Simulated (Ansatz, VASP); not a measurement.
**Be2H3Br in VASP and in Ansatz**

File INCAR:

```
SYSTEM = Be2H3Br
PREC = Accurate
ENCUT = 600
EDIFF = 1E-6
ISMEAR = 0
SIGMA = 0.1
LREAL = .False.
LASPH = .True.
NELM = 100
ALGO = Normal
ISIF = 3
LWAVE = .False.
LCHARG = .False.
GGA = PE
IBRION = 2
NSW = 100
EDIFFG = -0.01
```

KPOINTS

```
regular mesh
0
Gamma
  12 12 12
  0 0 0
```

File POSCAR:

```
Be2H3Br
1.0
    3.0675747566      1.7710651115      2.2346661881
   -3.0675747566      1.7710651115      2.2346661881
    0.0000000000     -3.5421302229      2.2346661881
Be H Br
2 3 1
Direct
    0.3370391106      0.3370391106      0.3370391106
    0.6629608894      0.6629608894      0.6629608894
    0.5000000000      0.0000000000      0.0000000000
    0.0000000000      0.5000000000      0.0000000000
    0.0000000000      0.0000000000      0.5000000000
    0.0000000000      0.0000000000      0.0000000000
```

Input for Ansatz:

```yaml
crystal:
  lattice:
    - [3.0675747566, 1.7710651115, 2.2346661881]
    - [-3.0675747566, 1.7710651115, 2.2346661881]
    - [0.0, -3.5421302229, 2.2346661881]
  atoms:
    - { symbol: Be, position: [0.3370391106, 0.3370391106, 0.3370391106] }
    - { symbol: Be, position: [0.6629608894, 0.6629608894, 0.6629608894] }
    - { symbol: H, position: [0.5, 0.0, 0.0] }
    - { symbol: H, position: [0.0, 0.5, 0.0] }
    - { symbol: H, position: [0.0, 0.0, 0.5] }
    - { symbol: Br, position: [0.0, 0.0, 0.0] }
basis:
  ecutwfc: 420
kpoints:
  mp_grid: { grid: [12, 12, 12] }
hamiltonian:
  xc: pbe
scf:
  occupations: { method: gaussian, width: 0.1 }
output:
  forces: true
  stress: true
  eigenvalues: true
  write_density: true
  write_potential: true
  elf: true
  volumetric_format: npy
relax:
  adjacent_minimum: "off"
  f_tol: 0.01
  max_steps: 80
  cell: { stress_tol: 0.05 }
```

Change from the starting cell: species swapped into the Dy2FeCo3 type (R-3m, No. 166).

Alike in both runs: task relaxation of cell and atoms; functional PBE; k mesh 12 × 12 × 12; occupations gaussian, width 0.1 eV; no spin polarisation.

```csv
,VASP,Ansatz
version,VASP 6.6.1,Ansatz 0.2.0
potentials or method,"VASP PAW PBE potentials, release 64 (Be, H, Br)","scalar-relativistic, plane waves, PAW"
plane-wave cutoff (eV),600,420
valence electrons in the cell,14,14
```

|  | VASP | Ansatz | Ansatz less VASP |
| --- | --- | --- | --- |
| gap on the k mesh at the Fermi level, each at its own relaxed structure (eV) | none | none | - |
| relaxed volume (Å³/atom) | 12.14 | 12.14 | 0.000 |
| relaxed cell length with the largest relative difference (Å) | 4.188 | 4.188 | 0.0000 |

A gap of «none» marks a metal or a gap that the smearing closes.

Caveats: the relaxation stopped at its first step, so nothing moved.
